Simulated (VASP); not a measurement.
# LiPm3 (Pm-3m) in VASP: further runs

The runs below take LiPm3 through single point, with PBE.

Everything below comes from runs of VASP 6.6.1. Logs are shortened: lines on timing, memory, paths and dates and some standing lists are left out, and cuts for length are marked.

### Step 1. Starting point

Symmetry: Pm-3m, No. 221, cubic system. The conventional cell has a = 4.999 Å, b = 4.999 Å, c = 4.999 Å, α = 90.00°, β = 90.00°, γ = 90.00°. Around Pm (site symmetry 4/mmm) lie 8 Pm at 3.53 Å and 4 Li at 3.53 Å. Li (site symmetry m-3m) is surrounded by 12 Pm at 3.53 Å.

The cell comes from a database or a generator and needn't be the stable form of this composition.

### Step 2. Single point, PBE, collinear spin, ferromagnetic start

File INCAR:

```
SYSTEM = LiPm3
PREC = Accurate ; ENCUT = 520
EDIFF = 1E-7 ; ISMEAR = 0
SIGMA = 0.1 ; LREAL = .FALSE.
LASPH = .TRUE. ; NELM = 120
ALGO = Normal ; ISIF = 2
LWAVE = .FALSE. ; LCHARG = .FALSE.
ISPIN = 2 ; MAGMOM = 4 4 4 0
LORBIT = 11 ; LMAXMIX = 6
GGA = PE
```

File KPOINTS:

```
regular mesh
0
G
  6 6 6
  0 0 0
```

File POSCAR:

```
LiPm3
1.0
    4.9989420000      0.0000000000      0.0000000000
    0.0000000000      4.9989420000      0.0000000000
    0.0000000000      0.0000000000      4.9989420000
Pm Li
3 1
Direct
    0.0000000000      0.5000000000      0.5000000000
    0.5000000000      0.0000000000      0.5000000000
    0.5000000000      0.5000000000      0.0000000000
    0.0000000000      0.0000000000      0.0000000000
```

Potentials or basis: VASP PAW PBE potentials, release 64 (Pm_3, Li_sv), 4f in core.

Launch:

```
> cat potpaw_PBE.64/Pm_3/POTCAR potpaw_PBE.64/Li_sv/POTCAR > POTCAR
> mpirun -np 1 vasp_std > vasp.out
```

OUTCAR:

```text
SYSTEM = LiPm3
   PREC = Accurate
   ENCUT = 520
   EDIFF = 1E-7
   ISMEAR = 0
   LREAL = .FALSE.
   LASPH = .TRUE.
   NELM = 120
   ISIF = 2
   ISPIN = 2
   LORBIT = 11
   GGA = PE

 ion  position               nearest neighbor table
   1  0.000  0.500  0.500-   2 3.53   3 3.53   3 3.53   2 3.53   2 3.53   3 3.53   3 3.53   2 3.53

   2  0.500  0.000  0.500-   1 3.53   3 3.53   3 3.53   1 3.53   3 3.53   3 3.53   1 3.53   1 3.53

   3  0.500  0.500  0.000-   1 3.53   2 3.53   1 3.53   2 3.53   2 3.53   2 3.53   1 3.53   1 3.53

   4  0.000  0.000  0.000-

  LATTYP: Found a simple cubic cell.
 ALAT       =     4.9989420000

  Lattice vectors:

 A1 = (   4.9989420000,   0.0000000000,   0.0000000000)
 A2 = (   0.0000000000,   4.9989420000,   0.0000000000)
 A3 = (   0.0000000000,   0.0000000000,   4.9989420000)

Analysis of symmetry for initial positions (statically):
=====================================================================
 Subroutine PRICEL returns:
 Original cell was already a primitive cell.

 Routine SETGRP: Setting up the symmetry group for a
 simple cubic supercell.

 Subroutine GETGRP returns: Found 48 space group operations
 (whereof 48 operations were pure point group operations)
 out of a pool of 48 trial point group operations.

The static configuration has the point symmetry O_h .

Analysis of symmetry for dynamics (positions and initial velocities):
=====================================================================
 Subroutine PRICEL returns:
 Original cell was already a primitive cell.

 Routine SETGRP: Setting up the symmetry group for a
 simple cubic supercell.

 Subroutine GETGRP returns: Found 48 space group operations
 (whereof 48 operations were pure point group operations)
 out of a pool of 48 trial point group operations.

The dynamic configuration has the point symmetry O_h .

Analysis of structural, dynamic, and magnetic symmetry:
=====================================================================
 Subroutine PRICEL returns:
 Original cell was already a primitive cell.

 Routine SETGRP: Setting up the symmetry group for a
 simple cubic supercell.

 Subroutine GETGRP returns: Found 48 space group operations
 (whereof 48 operations were pure point group operations)
 out of a pool of 48 trial point group operations.

The overall configuration has the point symmetry O_h .

 Subroutine INISYM returns: Found 48 space group operations
 (whereof 48 operations are pure point group operations),
 and found     1 'primitive' translations

----------------------------------------------------------------------------------------

                                     Primitive cell

  volume of cell :     124.9207

  direct lattice vectors                    reciprocal lattice vectors
     4.998942000  0.000000000  0.000000000     0.200042329  0.000000000  0.000000000
     0.000000000  4.998942000  0.000000000     0.000000000  0.200042329  0.000000000
     0.000000000  0.000000000  4.998942000     0.000000000  0.000000000  0.200042329

  length of vectors
     4.998942000  4.998942000  4.998942000     0.200042329  0.200042329  0.200042329

  position of ions in fractional coordinates (direct lattice)
     0.000000000  0.500000000  0.500000000
     0.500000000  0.000000000  0.500000000
     0.500000000  0.500000000  0.000000000
     0.000000000  0.000000000  0.000000000

  ion indices of the primitive-cell ions
   primitive index   ion index
                 1           1
                 2           2
                 3           3
                 4           4

----------------------------------------------------------------------------------------

 KPOINTS: regular mesh

Automatic generation of k-mesh.
 Grid dimensions read from file:
 generate k-points for:    6    6    6

 Generating k-lattice:

  Cartesian coordinates                     Fractional coordinates (reciprocal lattice)
     0.033340388  0.000000000  0.000000000     0.166666667  0.000000000  0.000000000
     0.000000000  0.033340388  0.000000000     0.000000000  0.166666667  0.000000000
     0.000000000  0.000000000  0.033340388     0.000000000  0.000000000  0.166666667

  Length of vectors
     0.033340388  0.033340388  0.033340388

  Shift w.r.t. Gamma in fractional coordinates (k-lattice)
     0.000000000  0.000000000  0.000000000

 Subroutine IBZKPT returns following result:
 ===========================================

 Found     20 irreducible k-points:

 Following reciprocal coordinates:
            Coordinates               Weight
  0.000000  0.000000  0.000000      1.000000
  0.166667  0.000000  0.000000      6.000000
  0.333333  0.000000  0.000000      6.000000
  0.500000  0.000000  0.000000      3.000000
  0.166667  0.166667  0.000000     12.000000
  0.333333  0.166667  0.000000     24.000000
[... 12 lines left out ...]
  0.500000  0.500000  0.333333      6.000000
  0.500000  0.500000  0.500000      1.000000
   k-points           NKPTS =     20   k-points in BZ     NKDIM =     20   number of bands    NBANDS=     28
   number of dos      NEDOS =    301   number of ions     NIONS =      4
   total plane-waves  NPLWV =  64000
   dimension x,y,z NGX =    40 NGY =   40 NGZ =   40
   dimension x,y,z NGXF=    80 NGYF=   80 NGZF=   80
   ions per type =               3   1
   NGX,Y,Z   is equivalent  to a cutoff of  13.30, 13.30, 13.30 a.u.
   NGXF,Y,Z  is equivalent  to a cutoff of  26.60, 26.60, 26.60 a.u.
 SYSTEM =  LiPm3
   PREC   = accura    normal or accurate (medium, high low for compatibility)
   ISTART =      0    job   : 0-new  1-cont  2-samecut
   ICHARG =      2    charge: 1-file 2-atom 10-const
   ISPIN  =      2    spin polarized calculation?
   LNONCOLLINEAR =      F non collinear calculations
   LSORBIT =      F    spin-orbit coupling
   LASPH  =      T    aspherical Exc in radial PAW
   ENCUT  =  520.0 eV  38.22 Ry    6.18 a.u.   9.29  9.29  9.29*2*pi/ulx,y,z
   NELM   =    120;   NELMIN=  2; NELMDL= -5     # of ELM steps
   EDIFF  = 0.1E-06   stopping-criterion for ELM
   LREAL  =      F    real-space projection
   EDIFFG = 0.1E-05   stopping-criterion for IOM
   NSW    =      0    number of steps for IOM
   IBRION =     -1    ionic relax: 0-MD 1-quasi-New 2-CG
   NFREE  =      0    steps in history (QN), initial steepest desc. (CG)
   ISIF   =      2    stress and relaxation
   ISYM   =      2    0-nonsym 1-usesym 2-fastsym
   POTIM  = 0.5000    time-step for ionic-motion
   TEBEG  =    0.0;   TEEND  =   0.0 temperature during run
   PSTRESS=    0.0 pullay stress
   NELECT =      36.0000    total number of electrons
   NUPDOWN=      -1.0000    fix difference up-down
   EMIN   =  10.00;   EMAX   =-10.00  energy-range for DOS
   EFERMI =   0.00;   METHOD = LEGACY
   ISMEAR =     0;   SIGMA  =   0.10  broadening in eV -4-tet -1-fermi 0-gaus
   EFERMI_NEDOS =   21; number of points for ismear=-14 and -15
   IALGO  =     38    algorithm
   IMIX   =      4    mixing-type and parameters
     AMIX     =   0.40;   BMIX     =  1.00
     AMIX_MAG =   1.60;   BMIX_MAG =  1.00
  volume/ion in A,a.u.               =      31.23       210.75
  Fermi-wavevector in a.u.,A,eV,Ry     =   1.081345  2.043446 15.909385  1.169307
  Thomas-Fermi vector in A             =   2.217359
   LORBIT       =     11    0 simple, 1 ext, 2 COOP (PROOUT), +10 PAW based schemes
   GGA     = PE    functional components
   LHFCALC =     F    Hartree Fock is set to
   AEXX    =    0.0000 exact exchange contribution
   IVDW    =     0    specifies the selected vdW correction
   LEPSILON=     F    determine dielectric tensor
   LRPA    =     F    only Hartree local field effects (RPA)
 spin polarized calculation
 Gauss-broadening in eV      SIGMA  =   0.10
  energy-cutoff  :      520.00
  volume of cell :      124.92
 maximum number of plane-waves:      3407
 NGX is ok and might be reduce to    40
   NGX = 19   NGY = 19   NGZ = 19

 number of electron      36.0000000 magnetization      12.0000000

 number of electron      36.0000013 magnetization       0.0004196

 Free energy of the ion-electron system (eV)
  ---------------------------------------------------
  ext. energy  EPLUGINS =         0.00000000
  ---------------------------------------------------
  free energy    TOTEN  =       -15.33397270 eV

  energy without entropy =      -15.30357484  energy(sigma->0) =      -15.31877377

 E-fermi :   2.5775     XC(G=0):  -9.2358

 val. band max:        2.5571423226   @ k =   0.5000   0.1667   0.0000
 cond. band min:       2.6162421904   @ k =   0.3333   0.3333   0.3333
 fundamental gap:      0.0590998678
 Fermi energy:         2.5774862969

 spin component 1

 k-point     1 :       0.0000    0.0000    0.0000
  band No.  band energies     occupation
      1     -43.0962      1.00000
      2     -36.9647      1.00000
      3     -36.8116      1.00000
      4     -36.8116      1.00000
      5     -17.6004      1.00000
      6     -17.6004      1.00000
[... 20 lines left out ...]
     27       7.4886      0.00000
     28       7.4886      0.00000

 k-point     2 :       0.1667    0.0000    0.0000
  band No.  band energies     occupation
      1     -43.0962      1.00000
      2     -36.9557      1.00000
      3     -36.8207      1.00000
      4     -36.8116      1.00000
      5     -17.5703      1.00000
      6     -17.5703      1.00000
[... 20 lines left out ...]
     27       6.8720      0.00000
     28       7.4852      0.00000

 k-point     3 :       0.3333    0.0000    0.0000
  band No.  band energies     occupation
      1     -43.0962      1.00000
      2     -36.9325      1.00000
      3     -36.8441      1.00000
      4     -36.8113      1.00000
      5     -17.4970      1.00000
      6     -17.4970      1.00000
[... 491 lines left out ...]
      2     -36.8620      1.00000
      3     -36.8619      1.00000
      4     -36.8619      1.00000
      5     -17.8274      1.00000
      6     -17.5342      1.00000
[... 20 lines left out ...]
     27       5.6205      0.00000
     28       6.3054      0.00000

 k-point    20 :       0.5000    0.5000    0.5000
  band No.  band energies     occupation
      1     -43.0961      1.00000
      2     -36.8618      1.00000
      3     -36.8618      1.00000
      4     -36.8618      1.00000
      5     -17.8874      1.00000
      6     -17.5335      1.00000
[... 20 lines left out ...]
     27       5.3263      0.00000
     28       6.4598      0.00000
 Fermi energy:         2.5774862969

 spin component 2

 k-point     1 :       0.0000    0.0000    0.0000
  band No.  band energies     occupation
      1     -43.0963      1.00000
      2     -36.9646      1.00000
      3     -36.8116      1.00000
      4     -36.8116      1.00000
      5     -17.6004      1.00000
      6     -17.6004      1.00000
[... 20 lines left out ...]
     27       7.4886      0.00000
     28       7.4886      0.00000

 k-point     2 :       0.1667    0.0000    0.0000
  band No.  band energies     occupation
      1     -43.0962      1.00000
      2     -36.9557      1.00000
      3     -36.8207      1.00000
      4     -36.8115      1.00000
      5     -17.5703      1.00000
      6     -17.5703      1.00000
[... 20 lines left out ...]
     27       6.8721      0.00000
     28       7.4852      0.00000

 k-point     3 :       0.3333    0.0000    0.0000
  band No.  band energies     occupation
      1     -43.0962      1.00000
      2     -36.9325      1.00000
      3     -36.8441      1.00000
      4     -36.8113      1.00000
      5     -17.4969      1.00000
      6     -17.4969      1.00000
[... 492 lines left out ...]
      3     -36.8619      1.00000
      4     -36.8619      1.00000
      5     -17.8273      1.00000
      6     -17.5341      1.00000
[... 20 lines left out ...]
     27       5.6206      0.00000
     28       6.3055      0.00000

 k-point    20 :       0.5000    0.5000    0.5000
  band No.  band energies     occupation
      1     -43.0962      1.00000
      2     -36.8618      1.00000
      3     -36.8618      1.00000
      4     -36.8618      1.00000
      5     -17.8874      1.00000
      6     -17.5335      1.00000
[... 20 lines left out ...]
     27       5.3263      0.00000
     28       6.4598      0.00000

------------------------ aborting loop because EDIFF is reached ----------------------------------------

  FORCE on cell =-STRESS in cart. coord.  units (eV):
  Direction    XX          YY          ZZ          XY          YZ          ZX
  --------------------------------------------------------------------------------------
  -------------------------------------------------------------------------------------
  Total       -0.0645836     -0.0645836     -0.0645836      0.0000000      0.0000000     -0.0000000
  in kB       -0.8283210     -0.8283210     -0.8283210      0.0000000      0.0000000     -0.0000000
  external PRESSURE =      -0.8283210 kB  Pullay stress =       0.0000000 kB

 VOLUME and BASIS-vectors are now :
 -----------------------------------------------------------------------------
  energy-cutoff  :      520.00
  volume of cell :      124.92
      direct lattice vectors                 reciprocal lattice vectors
     4.998942000  0.000000000  0.000000000     0.200042329  0.000000000  0.000000000
     0.000000000  4.998942000  0.000000000     0.000000000  0.200042329  0.000000000
     0.000000000  0.000000000  4.998942000     0.000000000  0.000000000  0.200042329

 POSITION                                       TOTAL-FORCE (eV/Angst)
 -----------------------------------------------------------------------------------
      0.00000      2.49947      2.49947         0.000000      0.000000      0.000000
      2.49947      0.00000      2.49947         0.000000      0.000000      0.000000
      2.49947      2.49947      0.00000         0.000000      0.000000      0.000000
      0.00000      0.00000      0.00000         0.000000      0.000000      0.000000
 -----------------------------------------------------------------------------------
    total drift:                                0.000000     -0.000000     -0.000000

  FREE ENERGIE OF THE ION-ELECTRON SYSTEM (eV)
  ---------------------------------------------------
  free  energy   TOTEN  =       -15.3339727010 eV

  energy  without entropy=      -15.3035748388  energy(sigma->0) =      -15.31877377

 total charge

# of ion       s       p       d       tot
------------------------------------------
    1        2.265   6.055   1.129   9.449
    2        2.265   6.055   1.129   9.449
    3        2.265   6.055   1.129   9.449
    4        2.036   0.047   0.000   2.083
--------------------------------------------------
tot          8.831  18.212   3.387  30.431

 magnetization (x)

# of ion       s       p       d       tot
------------------------------------------
    1        0.000   0.000   0.000   0.000
    2        0.000   0.000   0.000   0.000
    3        0.000   0.000   0.000   0.000
    4       -0.000  -0.000   0.000  -0.000
--------------------------------------------------
tot          0.000   0.000   0.000   0.000
```

Run time: 2.2 min. Hardware: 1 thread of Intel Xeon Platinum 8488C (Sapphire Rapids), shared host; peak memory 0.34 GiB.

Results:

```
Free energy                                           : -15.3340 eV
Band gap on the k mesh                                : none (metal or under the smearing width)
Net moment                                            : 0.00 μB per cell
Valence electrons inside the program's atomic spheres : Pm 9.45; Li 2.08
```

Caveat: the cutoff is under 1.25 times the usual one of these potentials, so pressure, stress and relaxed cells hold a basis-set (Pulay) error; the magnetic or orbital state may not be the lowest; spin-orbit coupling is left out, which moves the levels of the heavy elements; the 4f electrons are frozen in the core as for a trivalent ion, so they carry no moment and show no levels. The state reached can hang on the start; a lower one may exist.

### Step 3. Single point, PBE, collinear spin, ferromagnetic start

File run.py:

```python
from ase.calculators.vasp import Vasp
from ase.dft.bandgap import bandgap
from ase.io import read

atoms = read('LiPm3.xyz')
atoms.set_initial_magnetic_moments([4.0, 4.0, 4.0, 0.0])
calc = Vasp(
    directory='calc',
    xc='pbe',
    pp='PBE',
    setups='materialsproject',
    prec='Accurate',
    encut=520,
    ediff=1e-06,
    ismear=0,
    sigma=0.1,
    lreal=False,
    lasph=True,
    nelm=100,
    algo='Normal',
    isif=2,
    lwave=False,
    lcharg=False,
    ispin=2,
    lorbit=11,
    lmaxmix=6,
    kpts=[6, 6, 6],
    gamma=True,
)
atoms.calc = calc

print('energy (eV):', atoms.get_potential_energy())
print('free energy (eV):', atoms.get_potential_energy(force_consistent=True))
print('forces (eV/A):')
print(atoms.get_forces())
print('stress (eV/A^3, Voigt):', atoms.get_stress())
print('Fermi level (eV):', calc.get_fermi_level())
print('moment (muB):', atoms.get_magnetic_moment())
print('site moments (muB):', atoms.get_magnetic_moments())
gap, top, bottom = bandgap(calc)
print('band gap (eV):', gap, 'from (spin, k, band)', top, 'to', bottom)
```

File LiPm3.xyz:

```xyz
4
Lattice="4.9989420000 0.0000000000 0.0000000000 0.0000000000 4.9989420000 0.0000000000 0.0000000000 0.0000000000 4.9989420000" Properties=species:S:1:pos:R:3 pbc="T T T"
Pm     0.0000000000      2.4994710000      2.4994710000
Pm     2.4994710000      0.0000000000      2.4994710000
Pm     2.4994710000      2.4994710000      0.0000000000
Li     0.0000000000      0.0000000000      0.0000000000
```

Potentials or basis: VASP PAW PBE potentials, release 64 (Pm_3, Li_sv), 4f in core.

Launch:

```
> python run.py
```

It took 2.2 min on 1 thread of Intel Xeon Platinum 8488C (Sapphire Rapids), shared host; peak memory 0.34 GiB.

It converged, with:

```yaml
Free_energy: -15.3340 eV
Band_gap_on_the_k_mesh: none (metal or under the smearing width)
Net_moment: 0.00 μB per cell
Valence_electrons_inside_the_program's_atomic_spheres: Pm 9.45; Li 2.08
```

Levels at points of the mesh, in eV from the Fermi level:
Spin up:
```csv
k point,band 16,band 17,band 18,band 19,band 20,band 21
"(0.00, 0.00, 0.00)",-0.85,-0.85,-0.65,-0.65,-0.65,2.67
"(0.50, 0.00, 0.00)",-1.13,-0.23,0.06,0.06,0.69,1.47
"(0.50, 0.50, 0.00)",-0.77,-0.26,-0.18,0.42,0.42,0.52
"(0.50, 0.50, 0.50)",-1.32,-1.32,1.20,1.20,1.20,1.46
```
Spin down:
| k point | band 16 | band 17 | band 18 | band 19 | band 20 | band 21 |
| --- | --- | --- | --- | --- | --- | --- |
| (0.00, 0.00, 0.00) | -0.85 | -0.85 | -0.65 | -0.65 | -0.65 | 2.67 |
| (0.50, 0.00, 0.00) | -1.13 | -0.23 | 0.06 | 0.06 | 0.69 | 1.47 |
| (0.50, 0.50, 0.00) | -0.77 | -0.26 | -0.18 | 0.42 | 0.42 | 0.52 |
| (0.50, 0.50, 0.50) | -1.32 | -1.32 | 1.20 | 1.20 | 1.20 | 1.46 |

Caveat: the cutoff is under 1.25 times the usual one of these potentials, so pressure, stress and relaxed cells hold a basis-set (Pulay) error; the magnetic or orbital state may not be the lowest; spin-orbit coupling is left out, which moves the levels of the heavy elements; the 4f electrons are frozen in the core as for a trivalent ion, so they carry no moment and show no levels.

### Step 4. For comparison

An earlier run on the cell as given: functional PBE; potentials or basis VASP PAW PBE potentials, release 64 (Pm, Li_sv); cutoff 520 eV; k mesh 6 × 6 × 6; occupations fermi-dirac, width 0.05 eV; collinear spin, ferromagnetic start; starting moments [4.0, 4.0, 4.0, 0.0] μB.

- Band gap on the k mesh: none (metal or under the smearing width)
- Net moment: 16.69 μB per cell
- Site moments: Pm +4.71; Li +0.01 μB
- Valence electrons inside the program's atomic spheres: Pm 12.44; Li 2.09
